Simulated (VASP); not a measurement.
These are PBE GGA, VASP's PBE PAW potentials (set 64) (plane waves; VASP) values and carry that method's errors.

VASP input:

**INCAR**
```
ALGO = Fast
EDIFF = 1E-6
ENCUT = 400
GGA = PE
ISMEAR = 0
ISPIN = 2
ISYM = 0
LASPH = .True.
LCHARG = .False.
LHYPERFINE = .True.
LMAXMIX = 4
LORBIT = 11
LREAL = Auto
LWAVE = .False.
MAGMOM = 71*0.0282
NELECT = 636.0
NELM = 100
NELMIN = 4
NUPDOWN = 2
PREC = Normal
SIGMA = 0.05
SYSTEM = Zn35NO35
```

POSCAR:
```
Zn35NO35
1.0
  4.9323206973  -8.5430314063   0.0000000000
  4.9323206973   8.5430314063   0.0000000000
  0.0000000000   0.0000000000  10.5847754337
Zn O N
35 35 1
direct
  0.2257343015   0.1124393448   0.2514678460
  0.1109178998   0.2212529478   0.0011230022
  0.2251742052   0.1129302105   0.7462077987
  0.1136937544   0.2209459496   0.5000701826
  0.2234915215   0.4440840105   0.2512779419
  0.1113106996   0.5557867379   0.0025300600
  0.2214661439   0.4433167193   0.7517787899
  0.1112763114   0.5556128169   0.5018514086
  0.2225522417   0.7783195865   0.2511751337
  0.1111863892   0.8892727873   0.0010364646
  0.2228446830   0.7788798734   0.7508908950
  0.1159316629   0.8941301737   0.4997297351
  0.5536726866   0.1123583380   0.2513651819
  0.4440813083   0.2214140332   0.9900399397
  0.5545583570   0.1129768033   0.7460580657
  0.5519408801   0.4368785522   0.2501025664
  0.4449572999   0.5559388585   0.9993280149
  0.5550557841   0.4432321343   0.7479480966
  0.4442402143   0.5524236561   0.5038502253
  0.5537420549   0.7756978316   0.2520400828
  0.4449082242   0.8894660917   0.0009698642
  0.5563848477   0.7796876797   0.7509008845
  0.4451211149   0.8939651792   0.4996981069
  0.8895128375   0.1120818843   0.2523448069
  0.7770670757   0.2213794244   0.0011134216
  0.8888140293   0.1108107216   0.7508091747
  0.7741471440   0.2208933816   0.5001107959
  0.8876089252   0.4441468249   0.2511757047
  0.7779463040   0.5559403826   0.9994071714
  0.8887486669   0.4433852333   0.7517459048
  0.7752139634   0.5526333065   0.5037339836
  0.8888716386   0.7758184097   0.2520866337
  0.7778520601   0.8889813857   0.0028628567
  0.8900149187   0.7797834548   0.7508772831
  0.7777518640   0.8888270644   0.4982651487
  0.2034631010   0.1020844642   0.4331259870
  0.1109475289   0.2229343575   0.1898500975
  0.2180075575   0.1087954523   0.9398438105
  0.1100735466   0.2226889658   0.6901775544
  0.2223337299   0.4451012273   0.4418802488
  0.1108894166   0.5548167863   0.1923052601
  0.2213780582   0.4442862997   0.9409196949
  0.1112757895   0.5557391507   0.6911578621
  0.2215914841   0.7763228578   0.4411803682
  0.1101038493   0.8867286770   0.1897420153
  0.2219545381   0.7771716077   0.9405134633
  0.1107795413   0.8881252161   0.6897269094
  0.5657424074   0.1019596354   0.4330438085
  0.4432748875   0.2195953492   0.1815299458
  0.5576199757   0.1089918488   0.9397349596
  0.4452465487   0.2237520602   0.7129697944
  0.4433979427   0.5549219223   0.1876729086
  0.5575805661   0.4480888719   0.9406635320
  0.4434342366   0.5573573486   0.6926473620
  0.5533101424   0.7754347071   0.4418621643
  0.4433607196   0.8866481264   0.1896618473
  0.5566299204   0.7787787271   0.9401981244
  0.4440451302   0.8881195095   0.6897441640
  0.8895397828   0.1120885912   0.4414407226
  0.7789897258   0.2230083392   0.1898114977
  0.8885136436   0.1103396946   0.9404563880
  0.7794928985   0.2227899796   0.6902052944
  0.8896879820   0.4451197283   0.4417926488
  0.7785501013   0.5551014580   0.1877506857
  0.8898573036   0.4443957757   0.9408891934
  0.7808522693   0.5575031099   0.6925386536
  0.8892399632   0.7757649128   0.4418768434
  0.7775445013   0.8882566965   0.1927124568
  0.8889195913   0.7787365935   0.9401904038
  0.7778541647   0.8890270790   0.6889895516
  0.5688694414   0.4707650828   0.4300086051
```

**KPOINTS**
```
Automatic mesh
0
Gamma
1 1 1
0 0 0
```

POTCAR, in this order: Zn O N (PBE.64 set). Program: vasp_gam. Read from the step before: WAVECAR.

The run wrote:

**OSZICAR**
```
       N       E                     dE             d eps       ncg     rms          rms(c)
DAV:   1    -0.312389871808E+03   -0.31239E+03   -0.38468E-05  1736   0.342E-02    0.205E-02
RMM:   2    -0.312389871210E+03    0.59832E-06   -0.29060E-05  1717   0.971E-03    0.321E-02
RMM:   3    -0.312389868337E+03    0.28725E-05   -0.63084E-06  1263   0.508E-03    0.725E-03
RMM:   4    -0.312389868195E+03    0.14203E-06   -0.23107E-06  1159   0.186E-03
   1 F= -.31238987E+03 E0= -.31238924E+03  d E =-.124996E-02  mag=     2.0000
```

### OUTCAR
```
------------------------ aborting loop because EDIFF is reached ----------------------------------------
  FORCE on cell =-STRESS in cart. coord.  units (eV):
  Direction    XX          YY          ZZ          XY          YZ          ZX
  --------------------------------------------------------------------------------------
  Total      -13.8708839    -13.4013344    -15.4247092      0.0082320      0.2335807      0.4109085
  in kB      -24.9137880    -24.0704203    -27.7046466      0.0147856      0.4195392      0.7380415
  external PRESSURE =     -25.5629516 kB  Pullay stress =       0.0000000 kB
  volume of cell :      892.02
      direct lattice vectors                 reciprocal lattice vectors
     4.932320697 -8.543031406  0.000000000     0.101372159 -0.058527234  0.000000000
     4.932320697  8.543031406  0.000000000     0.101372159  0.058527234  0.000000000
     0.000000000  0.000000000 10.584775434     0.000000000  0.000000000  0.094475316
 POSITION                                       TOTAL-FORCE (eV/Angst)
 -----------------------------------------------------------------------------------
      1.66798     -0.96788      2.66173         0.000523      0.001607      0.012684
      1.63837      0.94260      0.01189         0.006934     -0.005227      0.000165
      1.66764     -0.95890      7.89844        -0.007914     -0.001565      0.008158
      1.65055      0.91626      5.29313        -0.005079     -0.006035      0.001292
      3.29270      1.88453      2.65972        -0.002189      0.001293     -0.010365
      3.29034      3.79717      0.02678        -0.005044     -0.009458     -0.006466
      3.27892      1.89528      7.95741        -0.000289      0.006205     -0.006881
      3.28931      3.79598      5.31198         0.006825      0.012497      0.002105
      4.93662      4.74794      2.65863        -0.003262      0.000510      0.002913
      4.93459      6.64722      0.01097         0.010558      0.002744     -0.000307
      4.94083      4.75023      7.94801        -0.004379      0.003851     -0.011792
      4.98195      6.64817      5.28953        -0.005601      0.000980     -0.002404
      3.28508     -3.77016      2.66064         0.003270      0.000901      0.014895
      3.28244     -1.90225     10.47935         0.007587      0.007930     -0.027382
      3.29250     -3.77245      7.89686        -0.001186     -0.006875      0.011220
      4.87717     -0.98298      2.64728        -0.011272      0.000308      0.002459
      4.93674      0.94812     10.57766        -0.011377     -0.004765      0.006284
      4.92388     -0.95531      7.91686         0.000287     -0.006320     -0.003488
      4.91587      0.92421      5.33314         0.007717     -0.008710     -0.000360
      6.55722      1.89618      2.66779         0.004394      0.000068      0.004305
      6.58156      3.79787      0.01027         0.005032      0.005550      0.000524
      6.58994      1.90768      7.94812         0.006762     -0.005020     -0.011290
      6.60480      3.83449      5.28919         0.000362      0.002222     -0.008162
      4.94019     -6.64162      2.67101        -0.007890     -0.003818      0.004051
      4.92466     -4.74726      0.01179         0.000482      0.001753     -0.002165
      4.93047     -6.64651      7.94715        -0.002143      0.000548     -0.008451
      4.90786     -4.72646      5.29356         0.005462     -0.003192     -0.001766
      6.56865     -3.78851      2.65864        -0.001760     -0.000772     -0.003696
      6.57916     -1.89660     10.57850        -0.007987     -0.001042      0.005291
      6.57051     -3.80475      7.95706         0.005734      0.003858     -0.008278
      6.54937     -1.90151      5.33191         0.004107      0.008609      0.001025
      8.21079     -0.96582      2.66828         0.002632      0.002611      0.007773
      8.22136      0.94938      0.03030        -0.000877     -0.004543     -0.004600
      8.23598     -0.94171      7.94787         0.000644     -0.000498     -0.009842
      8.22010      0.94892      5.27402         0.001935     -0.005316     -0.001599
      1.50706     -0.86608      4.58454         0.013136      0.001233      0.011094
      1.64681      0.95671      2.00952        -0.001631      0.009011     -0.003865
      1.61190     -0.93300      9.94804        -0.007352      0.005102      0.010688
      1.64129      0.96208      7.30537         0.003341     -0.001519      0.000131
      3.29200      1.90311      4.67720        -0.002483      0.004968      0.004004
      3.28348      3.79249      2.03551        -0.002160     -0.002720     -0.012555
      3.28327      1.90431      9.95942         0.002780      0.009419     -0.012522
      3.28993      3.79706      7.31575         0.001871     -0.003482      0.004437
      4.92203      4.73909      4.66980        -0.005735     -0.006670      0.009928
      4.91670      6.63473      2.00838        -0.001824     -0.003402     -0.004213
      4.92801      4.74324      9.95512        -0.010775     -0.011242     -0.014653
      4.92692      6.64089      7.30060         0.003718     -0.003888      0.005516
      3.29332     -3.96211      4.58367        -0.006051      0.013461      0.007679
      3.26949     -1.91090      1.92145        -0.002993     -0.001944      0.000747
      3.28794     -3.83264      9.94688        -0.001632     -0.011857      0.012132
      3.29972     -1.89223      7.54663         0.004851      0.003737      0.015663
      4.92403      0.95275      1.98648         0.002840      0.009302      0.004756
      4.96028     -0.93539      9.95671         0.009011      0.008869      0.006912
      4.93623      0.97325      7.33152        -0.002944      0.006997     -0.000779
      6.55380      1.89762      4.67701        -0.001781     -0.000882      0.014592
      6.56003      3.78702      2.00753        -0.002740     -0.004803     -0.002420
      6.58666      1.89782      9.95179        -0.005387      0.000526     -0.005703
      6.57066      3.79374      7.30079         0.002305      0.001685      0.001367
      4.94035     -6.64179      4.67255        -0.001680     -0.002487      0.010189
      4.94218     -4.74977      2.00911         0.004237     -0.005419     -0.005024
      4.92666     -6.64796      9.95452         0.001499      0.000887     -0.013982
      4.94358     -4.75593      7.30567        -0.002490      0.004077     -0.002161
      6.58370     -3.79796      4.67628         0.004169     -0.008757      0.009658
      6.57800     -1.90893      1.98730         0.007172     -0.004257      0.001231
      6.58096     -3.80559      9.95910         0.007714     -0.004891     -0.012455
      6.60120     -1.90808      7.33037        -0.002668     -0.007754      0.000919
      8.21234     -0.96942      4.67717        -0.004780      0.005318      0.016821
      8.21627      0.94582      2.03982        -0.001713      0.003172     -0.019618
      8.22542     -0.94130      9.95170        -0.002826     -0.001665     -0.005689
      8.22159      0.94975      7.29280         0.002794      0.005955      0.004021
      5.12781     -0.83811      4.55154        -0.002792      0.003030      0.007304
 -----------------------------------------------------------------------------------
    total drift:                                0.028768      0.024306      0.025027
  FREE ENERGIE OF THE ION-ELECTRON SYSTEM (eV)
  ---------------------------------------------------
  free  energy   TOTEN  =      -312.3898681952 eV

  energy  without entropy=     -312.3886182350  energy(sigma->0) =     -312.38924322

 total charge

# of ion       s       p       d       tot
------------------------------------------
    1        0.447   0.464   9.889  10.800
    2        0.446   0.464   9.895  10.806
    3        0.448   0.470   9.896  10.815
    4        0.452   0.476   9.891  10.820
    5        0.444   0.458   9.891  10.793
    6        0.444   0.459   9.893  10.796
    7        0.445   0.463   9.894  10.802
    8        0.447   0.465   9.890  10.802
    9        0.445   0.461   9.893  10.799
   10        0.446   0.465   9.895  10.807
   11        0.443   0.459   9.894  10.796
   12        0.453   0.474   9.888  10.815
   13        0.447   0.463   9.889  10.800
...
```
(Selected blocks of OUTCAR.)

At this cut-off the stress carries a Pulay error, which pulls relaxed volumes low. The cell is charged, with a uniform compensating background.  The supercell is sampled at Γ alone, which is coarse: total energies, pressure and levels can be off, energies of defects by several tenths of an eV.

The cell is a supercell with a defect, built from ZnO (wurtzite): N_O-vac_Zn, charge -1.
